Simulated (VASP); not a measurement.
An input for Ansatz (written as the equivalent of a VASP run, and not itself run):

Ansatz 0.2 input:
```yaml
crystal:
  lattice:
    - [0.0000000, 3.0556852, 3.0556852]
    - [3.0556852, 0.0000000, 3.0556852]
    - [3.0556852, 3.0556852, 0.0000000]
  atoms:
    - { symbol: In, position: [0.0000000, 0.0000000, 0.0000000] }
    - { symbol: As, position: [0.2500000, 0.2500000, 0.2500000] }
kpoints:
  mp_grid: { grid: [10, 10, 10] }
hamiltonian:
  xc: pbe
  dispersion: d4
  pseudopotentials: { kind: paw }
scf:
  occupations: { method: methfessel_paxton, width: 0.1 }
  max_iter: 100
output: { forces: true, stress: true, eigenvalues: true }
```

Task: Translate this input to VASP (INCAR, KPOINTS, POSCAR, choice of POTCAR).

Result: One answer among several that fit: 
POSCAR:
```
InAs
1
    0.0000000000     3.0556851785     3.0556851785
    3.0556851785     0.0000000000     3.0556851785
    3.0556851785     3.0556851785     0.0000000000
In As
1 1
Direct
  0.0000000000   0.0000000000   0.0000000000
  0.2500000000   0.2500000000   0.2500000000
```

File KPOINTS:
```
Automatic mesh
0
Gamma
10 10 10
0 0 0
```

INCAR:
```
# general
SYSTEM   =  InAs
PREC     =  Accurate
ENCUT    =  520
LREAL    =  .FALSE.
LASPH    =  .TRUE.

# electronic loop
EDIFF    =  1E-7
NELM     =  100
ALGO     =  Normal
LMAXMIX  =  4

# smearing
ISMEAR   =  1
SIGMA    =  0.1

# functional
GGA      =  PE
IVDW     =  13

# ions
ISIF     =  2

# output
LWAVE    =  .FALSE.
LCHARG   =  .FALSE.
```

POTCAR, in this order: In_d As (PBE.64 set). Program: vasp_std.

The two are equivalent in intent, not identical: each code has its own PAW files, so the cut-off isn't converted (ENCUT is set for VASP's; basis.ecutwfc is left out, and Ansatz then takes the one that its files recommend); Ansatz stops its SCF on the density residual and VASP on the energy change (EDIFF).

The compound is InAs in the zinc blende structure. It was relaxed first.
